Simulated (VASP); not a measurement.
## Zn2P with revPBE + D3: from relaxation to properties

What structure does Zn2P take at this level, and what are its properties? The steps: rough relaxation of the start cell, relaxing cell and atoms (revPBE + D3), density, ELF and potential (revPBE + D3), band structure (revPBE + D3), density of states (revPBE + D3), volume scan with revPBE + D3, fit for revPBE + D3, zone-centre phonons (revPBE + D3) and band structure (HSE06). The cell is invented: other elements were put on sites of a known structure type. It may not be a known or stable phase.

Calculated with VASP 6.6.1; revPBE with D3; plane waves and PAW (Zn, P), in the first sound run; inputs show where later runs differ.

Most raw output is cut from this account.

The database entry behind the starting cell is an old determination (1945), so it need not match the best structure at ambient conditions.

## 1. Set-up

Before any relaxation, the start is as follows. It takes space group F-43m (No. 216, cubic). The conventional cell has a = 5.674 Å, b = 5.674 Å, c = 5.674 Å, α = 90.00°, β = 90.00°, γ = 90.00°. Nearest to Zn lie 4 P at 2.46 Å and 4 Zn at 2.46 Å. Nearest to Zn lie 4 Zn at 2.46 Å and 6 P at 2.84 Å. P has 10 Zn at 2.46 to 2.84 Å nearest. Farther neighbours are not listed.

Structure file:

```cif
data_structure
_symmetry_space_group_name_H-M 'P 1'
_symmetry_Int_Tables_number 1
_cell_length_a 4.0121
_cell_length_b 4.0121
_cell_length_c 4.0121
_cell_angle_alpha 60.000
_cell_angle_beta 60.000
_cell_angle_gamma 60.000
_cell_volume 45.67
loop_
_atom_site_label
_atom_site_type_symbol
_atom_site_fract_x
_atom_site_fract_y
_atom_site_fract_z
_atom_site_occupancy
Zn1 Zn 0.75000 0.75000 0.75000 1
Zn2 Zn 0.50000 0.50000 0.50000 1
P3 P 0.00000 0.00000 0.00000 1
```

## 2. Rough relaxation of the start cell

The start is only an estimate, so a cheap relaxation brings it near a minimum before any careful run. revPBE by itself binds more weakly than PBE and expands cells; dispersion terms fitted to it are the larger for that. A dispersion term adds the long-range attraction that semilocal functionals lack. D3 makes the C6 coefficients depend on coordination; zero damping switches the term off at short range.

INCAR

```
SYSTEM = Zn2P
PREC = Normal
ENCUT = 400
EDIFF = 1E-05
NELM = 60
ISMEAR = -1
SIGMA = 0.05
LREAL = .FALSE.
ALGO = Fast
GGA = RE
IVDW = 11
NBANDS = 20
LORBIT = 11
LWAVE = .FALSE.
LCHARG = .FALSE.
IBRION = 2
NSW = 40
ISIF = 3
EDIFFG = -0.04
```

POSCAR

```
Zn2P
1.0
    0.0000000000      2.8370160000      2.8370160000
    2.8370160000      0.0000000000      2.8370160000
    2.8370160000      2.8370160000      0.0000000000
Zn P
2 1
Direct
    0.7500000000      0.7500000000      0.7500000000
    0.5000000000      0.5000000000      0.5000000000
    0.0000000000      0.0000000000      0.0000000000
```

KPOINTS

```
Automatic mesh
0
Gamma
5 5 5
0 0 0
```

The projector-augmented-wave data sets are Zn and P (PBE family, release 64).

Started as:

```sh
> mpirun -np 1 vasp_std
```

Run time: 13 s. Hardware: 1 MPI rank of Intel Xeon Platinum 8488C (Sapphire Rapids), shared host; peak memory 0.13 GiB.

This run has no spin polarisation. Its electron count is odd, so without a moment it is a metal by construction. The k-mesh is coarse for a metal. This relaxation is a rough one on cheap settings, only to bring the start near its minimum. The PAW data sets were made with PBE, which is usual practice but a small mismatch for other functionals. After so large a change of volume the plane waves of the start cell no longer fit, so the final stress carries a basis-set error. The run keeps the 24 symmetry operations of its start, so it cannot find a distortion of lower symmetry.

The steps of the relaxation:

```
step  energy less that of the first step (eV)  largest force (eV/Å)  pressure (GPa)  volume (Å³)
   1                                   0.0000                0.0000            6.72        45.67
   2                                  -0.0690                0.0000           -0.85        50.02
   3                                  -0.0709                0.0000           -0.34        49.35
```

```
conventional cell, symmetrised  before  after  change
                         a (Å)   5.674  5.823  +2.6 %
                         b (Å)   5.674  5.823  +2.6 %
                         c (Å)   5.674  5.823  +2.6 %
              volume (Å³/atom)   15.22  16.45  +8.1 %
```

Final coordinates:

```xyz
3
Lattice="0.0000 2.9114 2.9114 2.9114 0.0000 2.9114 2.9114 2.9114 0.0000" Properties=species:S:1:pos:R:3 pbc="T T T"
Zn    4.3670    4.3670    4.3670
Zn    2.9114    2.9114    2.9114
P     0.0000    0.0000    0.0000
```

Numbers from this step:

```
electrons                       : 29
bands                           : 20
irreducible k-points            : 10
symmetry operations             : 24
free energy (TOTEN)             : -7.698 eV
energy at zero smearing         : -7.692 eV
Fermi energy                    : 4.531 eV
pressure                        : -0.3430 GPa
metallic                        : yes
SCF cycles over all ionic steps : 29
```

It ends with forces that vanish by symmetry and a pressure of -0.34 GPa.

## 3. Relaxing cell and atoms (revPBE + D3)

Properties are meant for the cell that this level of theory prefers, so cell and atoms are relaxed first (ISIF = 3) until forces and stress are small; EDIFFG sets the threshold.

INCAR

```
SYSTEM = Zn2P
PREC = Accurate
ENCUT = 400
EDIFF = 1E-06
NELM = 100
ISMEAR = -1
SIGMA = 0.05
LREAL = .FALSE.
ALGO = Normal
GGA = RE
IVDW = 11
NBANDS = 20
LORBIT = 11
LWAVE = .FALSE.
LCHARG = .FALSE.
IBRION = 2
NSW = 60
ISIF = 3
EDIFFG = -0.01
```

POSCAR

```
Zn2P
1.0
    0.0000000000      2.9113653436      2.9113653436
    2.9113653436      0.0000000000      2.9113653436
    2.9113653436      2.9113653436      0.0000000000
Zn P
2 1
Direct
    0.7500000000      0.7500000000      0.7500000000
    0.5000000000      0.5000000000      0.5000000000
    0.0000000000      0.0000000000      0.0000000000
```

KPOINTS

```
Automatic mesh
0
Gamma
7 7 7
0 0 0
```

Started as:

```sh
> mpirun -np 1 vasp_std
```

Wall time 34 s (1 MPI rank); peak memory 0.16 GiB.

Little changed from the start: no atom moved by 0.005 Å and no cell edge by 0.1 %.

This step gave:

```yaml
irreducible_k_points: 20
free_energy_toten: -7.703 eV
energy_at_zero_smearing: -7.695 eV
fermi_energy: 4.811 eV
pressure: 0.01131 GPa
scf_cycles_over_all_ionic_steps: 20
```

It ends with forces that vanish by symmetry and a pressure of 0.01 GPa.

## 4. Density, ELF and potential (revPBE + D3)

The relaxed cell gets a fresh self-consistent run, on a basis set for its own volume, to fix the density and to check the remaining stress.

INCAR, as its differences from that of step 3:

```diff
@@ -14,6 +14,5 @@
 LWAVE = .FALSE.
-LCHARG = .FALSE.
-IBRION = 2
-NSW = 60
-ISIF = 3
-EDIFFG = -0.01
+LCHARG = .TRUE.
+ISIF = 2
+LELF = .TRUE.
+LVHAR = .TRUE.
```

POSCAR

```
Zn2P
1.0
    0.0000000000      2.9090437101      2.9090437101
    2.9090437101      0.0000000000      2.9090437101
    2.9090437101      2.9090437101      0.0000000000
Zn P
2 1
Direct
    0.7500000000      0.7500000000      0.7500000000
    0.5000000000      0.5000000000      0.5000000000
    0.0000000000      0.0000000000      0.0000000000
```

KPOINTS is that of step 3.

Started as:

```sh
> mpirun -np 1 vasp_std
```

Elapsed: 21 s, on 1 MPI rank; peak memory 0.16 GiB.

Numbers from this step:

```yaml
scf_cycles: 14
energy_at_zero_smearing: -7.694 eV
pressure: 0.01388 GPa
```

Valence electrons inside each PAW sphere by angular momentum. Sphere charges, by row:

```
atom  s (e)  p (e)  d (e)  tot (e)
 Zn1  0.582   0.55  9.748    10.88
 Zn2  0.642   0.36  9.748    10.75
  P3  1.095  1.332      0    2.427
```

Electrostatic potential energy in the ac plane of the conventional cell at fractional y = 0.000, with atoms of Zn and P within 0.2 Å of it. With pseudopotentials it is smooth inside the atoms' cores, unlike the true potential.

Ten even steps from '0' (-84 eV) to '9' (1 eV), each cell a mean:
```
0279998888899950
4699998888999985
8999999999999999
9999999999999999
9999999999999999
8899999778999998
8889996214899988
8889984001799988
8889995002799988
8899998546999988
9999999989999999
9999999999999999
9999999999999999
7899999888999997
1489998888899962
0179998888899840
```
Columns run along a (5.8 Å; values clipped at the 3rd and 97th percentile), rows up along c (5.8 Å), edges of the conventional cell, whose origin can differ from the input's. Atoms in or near the plane, at fractional coordinates: Zn at (0.50, 0.00), Zn at (0.00, 0.50), P at (0.00, 0.00), P at (0.50, 0.50).

ELF in the ac plane of the conventional cell at fractional y = 0.000, with atoms of Zn and P within 0.2 Å of it. It is the smooth field of the valence electrons, not physical close to the nuclei.

Ten even steps from '_' (0.03) to '@' (0.79), each cell a mean:
```
++%%@@##--::..______::::++@@@@**
@@@@@@**--::::....::::::==##@@@@
@@%%**--::::::::::::::::--++##@@
++++--::::::--------::::::--==++
::::::::::--**####**==--::::::::
::::::::--**@@@@@@@@##==::::::::
__..::::++%%@@%%%%@@@@**--::::__
____::::++@@@@++==%%@@##--::..__
____::::++@@@@**++%%@@##--::..__
..::::::==##@@@@@@@@@@**--::::..
::::::::--++##@@@@%%**--::::::::
----::::::--==++++++--::::::----
##**==--::::::::::::::::::--**##
@@@@##==::::::::::::::::--**@@@@
%%@@@@**--::::____..::::++%%@@%%
==%%@@##--::..______::::++@@@@++
```
Columns run along a (5.8 Å), rows up along c (5.8 Å), edges of the conventional cell, whose origin can differ from the input's. Atoms in or near the plane, at fractional coordinates: Zn at (0.50, 0.00), Zn at (0.00, 0.50), P at (0.00, 0.00), P at (0.50, 0.50).

Valence density in the ac plane of the conventional cell at fractional y = 0.000, with atoms of Zn and P within 0.2 Å of it. It is the smooth field of the valence electrons, not physical close to the nuclei.

Ten steps, logarithmic in the rise over the least value, from '_' (0 e/Å³) to '@' (16 e/Å³), each cell a mean:
```
::----::::::++%%@@##--::::----::
------::::::--++**==::::::::----
--::::......::::::::::....::::--
::::........::::::::........::::
::::........::::::::::......::::
==--::....::--------::::..::::--
%%**--::::::----------::::::==##
@@%%==::::----::__----::::::**@@
@@##--::::----::::----::::::++%%
**==::::::::----------::::::--++
::::::....::::----::::......::::
::::........::::::::........::::
::::::......::::::::........::::
----::::..::::--==--::....::----
------::::::==##%%**--::::::----
__----::::::**@@@@%%==::::----::
```
Columns run along a (5.8 Å), rows up along c (5.8 Å), edges of the conventional cell, whose origin can differ from the input's. Atoms in or near the plane, at fractional coordinates: Zn at (0.50, 0.00), Zn at (0.00, 0.50), P at (0.00, 0.00), P at (0.50, 0.50).

In this run the pressure is 0.01 GPa, small enough to go on.

## 5. Band structure (revPBE + D3)

The mesh alone shows little of the dispersion and can miss band extrema, so KPOINTS_OPT adds a path through the symmetry points after the self-consistent cycle.

INCAR

```
SYSTEM = Zn2P
PREC = Accurate
ENCUT = 400
EDIFF = 1E-06
NELM = 100
ISMEAR = -1
SIGMA = 0.05
LREAL = .FALSE.
ALGO = Normal
GGA = RE
IVDW = 11
NBANDS = 27
LORBIT = 11
LWAVE = .FALSE.
LCHARG = .FALSE.
```

POSCAR is that of step 4.

KPOINTS is that of step 4.

KPOINTS_OPT

```
Line mode
16
Line-mode
Reciprocal
  0.00000000   0.00000000   0.00000000 GAMMA
  0.50000000   0.00000000   0.50000000 X

  0.50000000   0.00000000   0.50000000 X
  0.50000000   0.25000000   0.75000000 W

  0.50000000   0.25000000   0.75000000 W
  0.37500000   0.37500000   0.75000000 K

  0.37500000   0.37500000   0.75000000 K
  0.00000000   0.00000000   0.00000000 GAMMA

  0.00000000   0.00000000   0.00000000 GAMMA
  0.50000000   0.50000000   0.50000000 L

  0.50000000   0.50000000   0.50000000 L
  0.62500000   0.25000000   0.62500000 U

  0.62500000   0.25000000   0.62500000 U
  0.50000000   0.25000000   0.75000000 W

  0.50000000   0.25000000   0.75000000 W
  0.50000000   0.50000000   0.50000000 L

  0.50000000   0.50000000   0.50000000 L
  0.37500000   0.37500000   0.75000000 K

  0.62500000   0.25000000   0.62500000 U
  0.50000000   0.00000000   0.50000000 X
```

Started as:

```sh
> mpirun -np 1 vasp_std
```

The job ended after 1.8 min (1 MPI rank; peak memory 0.18 GiB).

Numbers from this step:

```yaml
bands: 27
pressure: -0.01706 GPa
```

The electronic bands at the labelled points (eV, zero at the Fermi level; # counts the bands kept):

```
          point    #11    #12    #13    #14   #15   #16   #17   #18
              Γ  -2.14  -1.29  -1.29  -1.29  2.78  2.78  2.78  6.02
0.47 of the way  -4.29  -2.75  -2.75  -0.74  1.74  3.72  4.29  4.29
              X  -6.46  -4.07  -4.07  -3.00  1.10  6.78  6.78  7.18
0.47 of the way  -6.37  -5.03  -4.39  -1.44  1.84  4.84  6.29  7.05
              W  -6.23  -5.64  -4.79   0.82  2.18  3.31  4.74  7.36
0.47 of the way  -6.33  -5.64  -4.28  -0.13  2.76  3.36  5.32  6.70
              K  -6.40  -5.71  -3.45  -1.22  2.72  4.69  5.27  5.92
0.53 of the way  -5.00  -3.35  -1.39   0.74  1.57  2.31  3.19  5.04
              Γ  -2.14  -1.29  -1.29  -1.29  2.78  2.78  2.78  6.02
0.47 of the way  -4.79  -1.60  -1.60  -0.34  2.54  2.54  2.59  5.77
              L  -6.94  -1.84  -1.84  -0.54  1.64  1.64  2.81  7.90
0.53 of the way  -6.85  -4.18  -2.64  -0.26  2.14  2.98  4.55  6.51
              U  -6.40  -5.71  -3.45  -1.22  2.72  4.69  5.27  5.92
0.47 of the way  -6.34  -5.65  -4.14  -0.33  2.78  3.50  5.43  6.51
              W  -6.23  -5.64  -4.79   0.82  2.18  3.31  4.74  7.36
0.47 of the way  -6.80  -4.42  -3.26   0.67  1.21  3.65  4.77  6.45
              L  -6.94  -1.84  -1.84  -0.54  1.64  1.64  2.81  7.90
0.53 of the way  -6.85  -4.18  -2.64  -0.26  2.14  2.98  4.55  6.51
              K  -6.40  -5.71  -3.45  -1.22  2.72  4.69  5.27  5.92
      jump to U  -6.40  -5.71  -3.45  -1.22  2.72  4.69  5.27  5.92
0.47 of the way  -6.40  -5.06  -3.88  -2.06  1.63  5.91  6.15  6.71
              X  -6.46  -4.07  -4.07  -3.00  1.10  6.78  6.78  7.18
```

Of the projections kept (Zn, P), the largest for each band there; the rest of the weight can lie on other orbitals:

```
point      #11      #12      #13      #14      #15      #16      #17      #18
    Γ  Zn 0.53   P 0.71   P 0.71   P 0.71  Zn 1.00  Zn 1.00  Zn 1.00  Zn 1.00
    X  Zn 0.86   P 0.53   P 0.53  Zn 0.87  Zn 0.87  Zn 0.57  Zn 0.57   P 0.70
    W  Zn 0.83  Zn 0.80  Zn 0.56  Zn 0.53  Zn 0.82  Zn 0.53  Zn 0.83  Zn 0.57
    K  Zn 0.85  Zn 0.72   P 0.51  Zn 0.77  Zn 0.58  Zn 0.65  Zn 0.68   P 0.58
    Γ  Zn 0.53   P 0.71   P 0.71   P 0.71  Zn 1.00  Zn 1.00  Zn 1.00  Zn 1.00
    L  Zn 0.94   P 0.60   P 0.60  Zn 0.72  Zn 0.90  Zn 0.90  Zn 0.66  Zn 0.52
```

There is no gap at this level.

Of the bands kept, 1 crosses the Fermi level on this path.

## 6. Density of states (revPBE + D3)

A density of states needs more k-points than a total energy; ISMEAR = -5 takes tetrahedra, and LORBIT projects the states on the PAW spheres. The mesh is finer than in the run before.

INCAR, as its differences from that of step 5:

```diff
@@ -5,3 +5,3 @@
 NELM = 100
-ISMEAR = -1
+ISMEAR = -5
 SIGMA = 0.05
@@ -15 +15,2 @@
 LCHARG = .FALSE.
+NEDOS = 2001
```

POSCAR is that of step 5.

KPOINTS

```
Automatic mesh
0
Gamma
10 10 10
0 0 0
```

Started as:

```sh
> mpirun -np 1 vasp_std
```

Run time: 53 s. Hardware: 1 MPI rank; peak memory 0.18 GiB.

With tetrahedra the forces and stress of a metal are not exact derivatives of the energy.

Numbers from this step:

```yaml
scf_cycles: 15
irreducible_k_points: 47
free_energy_toten: -7.714 eV
pressure: -0.2010 GPa
dos_at_the_fermi_level: 1.384 states/eV/cell
```

The density of states has structure finer than the step of the table below, so its rows give means over 0.5 eV, whole bins alone (the curve runs from -12.0 to 7.73 eV). Peaks (eV: height): total -8.40: 25.6, -8.24: 32.0, -8.04: 24.2, -7.73: 25.8, -7.40: 57.7; Zn d -8.40: 23.0, -8.24: 29.6, -8.04: 21.1, -7.73: 24.3, -7.40: 56.4.

States under -12.0 eV and over 7.7 eV are left out. Table of density of states by energy, zero at the Fermi level; means over each step; values in states/eV/cell:

```
energy (eV)   total     Zn d
      -11.5    2.44    0.214
      -11.0   0.266   0.0345
      -10.5       0        0
      -10.0       0        0
       -9.5       0        0
       -9.0  0.0455   0.0354
       -8.5    13.4     11.6
       -8.0    11.3     10.2
       -7.5    16.1     15.4
       -7.0   0.217    0.118
       -6.5    1.73    0.659
       -6.0   0.888    0.296
       -5.5   0.884    0.172
       -5.0   0.986    0.137
       -4.5   0.963    0.104
       -4.0    1.34    0.112
       -3.5    1.27    0.106
       -3.0    1.18    0.104
       -2.5    1.17    0.110
       -2.0    1.13    0.112
       -1.5   0.658   0.0644
       -1.0   0.374   0.0309
       -0.5   0.629   0.0471
        0.0    1.44   0.0929
        0.5    1.13   0.0781
        1.0   0.149  0.00816
        1.5    1.62   0.0992
        2.0    1.78    0.113
        2.5    1.24   0.0783
        3.0    1.66   0.0956
        3.5    1.84   0.0975
        4.0    1.07   0.0575
        4.5    1.09   0.0664
        5.0    1.27   0.0942
        5.5    1.05   0.0756
        6.0    1.53    0.107
        6.5    1.86    0.132
        7.0   0.903   0.0662
```

The finer mesh and the other smearing move the Fermi level by +0.00 eV from the 7×7×7 run, a small shift, which tests the Fermi level alone.

## 7. Volume scan with revPBE + D3

An equation of state needs energies on both sides of the minimum, all on one mesh and cutoff.

INCAR

```
SYSTEM = Zn2P
PREC = Accurate
ENCUT = 400
EDIFF = 1E-06
NELM = 100
ISMEAR = -1
SIGMA = 0.05
LREAL = .FALSE.
ALGO = Normal
GGA = RE
IVDW = 11
NBANDS = 20
LORBIT = 11
LWAVE = .FALSE.
LCHARG = .FALSE.
ISIF = 2
```

POSCAR

```
Zn2P
1.0
    0.0000000000      2.8496588081      2.8496588081
    2.8496588081      0.0000000000      2.8496588081
    2.8496588081      2.8496588081      0.0000000000
Zn P
2 1
Direct
    0.7500000000      0.7500000000      0.7500000000
    0.5000000000      0.5000000000      0.5000000000
    0.0000000000      0.0000000000      0.0000000000
```

KPOINTS

```
Automatic mesh
0
Gamma
7 7 7
0 0 0
```

Started as:

```sh
> mpirun -np 1 vasp_std
```

Elapsed: 21 s, on 1 MPI rank; peak memory 0.16 GiB.

The scan keeps the cell's shape and the fractional positions fixed.

Numbers from this step:

```yaml
scf_cycles: 14
bands: 20
irreducible_k_points: 20
free_energy_toten: -7.650 eV
energy_at_zero_smearing: -7.642 eV
fermi_energy: 5.441 eV
pressure: 5.389 GPa
```

The pressure here is 5.39 GPa.

## 8. Volume scan with revPBE + D3 (run 2)

INCAR is that of step 7.

POSCAR

```
Zn2P
1.0
    0.0000000000      2.8697274890      2.8697274890
    2.8697274890      0.0000000000      2.8697274890
    2.8697274890      2.8697274890      0.0000000000
Zn P
2 1
Direct
    0.7500000000      0.7500000000      0.7500000000
    0.5000000000      0.5000000000      0.5000000000
    0.0000000000      0.0000000000      0.0000000000
```

KPOINTS is that of step 7.

Started as:

```sh
> mpirun -np 1 vasp_std
```

It took 24 s on 1 MPI rank; peak memory 0.16 GiB.

This step gave:

- free energy (TOTEN): -7.679 eV
- energy at zero smearing: -7.671 eV
- Fermi energy: 5.223 eV
- pressure: 3.372 GPa

The pressure falls from 5.39 to 3.37 GPa.

The run ends at a pressure of 3.37 GPa.

## 9. Volume scan with revPBE + D3 (run 3)

INCAR is that of step 8.

POSCAR

```
Zn2P
1.0
    0.0000000000      2.8895193385      2.8895193385
    2.8895193385      0.0000000000      2.8895193385
    2.8895193385      2.8895193385      0.0000000000
Zn P
2 1
Direct
    0.7500000000      0.7500000000      0.7500000000
    0.5000000000      0.5000000000      0.5000000000
    0.0000000000      0.0000000000      0.0000000000
```

KPOINTS is that of step 8.

Started as:

```sh
> mpirun -np 1 vasp_std
```

The job ended after 22 s (1 MPI rank; peak memory 0.16 GiB).

The pressure falls from 3.37 to 1.59 GPa.

The run ends at a pressure of 1.59 GPa.

## 10. Volume scan with revPBE + D3 (run 4)

INCAR is that of step 9.

POSCAR

```
Zn2P
1.0
    0.0000000000      2.9090437101      2.9090437101
    2.9090437101      0.0000000000      2.9090437101
    2.9090437101      2.9090437101      0.0000000000
Zn P
2 1
Direct
    0.7500000000      0.7500000000      0.7500000000
    0.5000000000      0.5000000000      0.5000000000
    0.0000000000      0.0000000000      0.0000000000
```

KPOINTS is that of step 9.

Started as:

```sh
> mpirun -np 1 vasp_std
```

Elapsed: 18 s, on 1 MPI rank; peak memory 0.16 GiB.

The pressure falls from 1.59 to 0.01 GPa.

The run ends at a pressure of 0.01 GPa.

## 11. Volume scan with revPBE + D3 (run 5)

INCAR is that of step 10.

POSCAR

```
Zn2P
1.0
    0.0000000000      2.9283094617      2.9283094617
    2.9283094617      0.0000000000      2.9283094617
    2.9283094617      2.9283094617      0.0000000000
Zn P
2 1
Direct
    0.7500000000      0.7500000000      0.7500000000
    0.5000000000      0.5000000000      0.5000000000
    0.0000000000      0.0000000000      0.0000000000
```

KPOINTS is that of step 10.

Started as:

```sh
> mpirun -np 1 vasp_std
```

Elapsed: 18 s, on 1 MPI rank; peak memory 0.16 GiB.

The pressure falls from 0.01 to -1.37 GPa.

The run ends at a pressure of -1.37 GPa.

(Part 1 of 2 ends here.)

[Lines on the potential files, build, host, timing and source positions are cut from VASP's logs without a mark.]

[Logs are printed without paths, hosts, clocks, repeated set-up lines and the standing remarks that a program may print on its own settings, such as how far it seeks lower states.]

[Hosts, paths, dates, database ids (printed as entryN), source tags and the programs' standing remarks are cut or masked in the printed files.]

[A measured line is paired with the nearest computed mode of its activity, which favours agreement.]
